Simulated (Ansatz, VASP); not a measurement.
**One calculation of PtC, two programs**

Contents of INCAR:

```
ALGO = Normal
EDIFF = 1E-7
ENCUT = 520
GGA = PE
ISIF = 2
ISMEAR = -1
LASPH = T
LCHARG = F
LREAL = F
LWAVE = F
NBANDS = 14
NELM = 80
PREC = Accurate
SIGMA = 0.03
```

KPOINTS

```
k-points
0
Gamma
  13 13 13
```

The input POSCAR:

```
PtC
1.0
    0.0000000000      2.2766914254      2.2766914254
    2.2766914254      0.0000000000      2.2766914254
    2.2766914254      2.2766914254      0.0000000000
Pt C
1 1
Direct
    0.0000000000      0.0000000000      0.0000000000
    0.5000000000      0.5000000000      0.5000000000
```

Input for Ansatz:

```yaml
crystal:
  lattice:
    - [0.0, 2.2766914254, 2.2766914254]
    - [2.2766914254, 0.0, 2.2766914254]
    - [2.2766914254, 2.2766914254, 0.0]
  atoms:
    - { symbol: Pt, position: [0.0, 0.0, 0.0] }
    - { symbol: C, position: [0.5, 0.5, 0.5] }
kpoints:
  mp_grid: { grid: [13, 13, 13] }
scf:
  occupations: { method: fermi_dirac, width: 0.03 }
hamiltonian:
  xc: pbe
  pseudopotentials: { kind: all_electron, lapw: { basis_error: 0.00025 } }
output:
  forces: true
  stress: true
  eigenvalues: true
```

Change from the starting cell: volume scaled by 1.06.

Alike in both runs: task single point; functional PBE; k mesh 13 × 13 × 13; occupations fermi-dirac, width 0.03 eV; no spin polarisation.

|  | VASP | Ansatz |
| --- | --- | --- |
| version | VASP 6.6.1 | Ansatz 0.2.0 |
| potentials or method | VASP PAW PBE potentials, release 64 (Pt, C) | all-electron LAPW, scalar-relativistic |
| plane-wave cutoff (eV) | 520 | see its input |

```tsv
	VASP	Ansatz	Ansatz less VASP
pressure (GPa)	-13.1	-13.0	+0.08
```

Ansatz ran all-electron here, so the differences hold the error of VASP's frozen core and of both bases.

Spin-orbit coupling is left out, which matters for the levels of Pt.
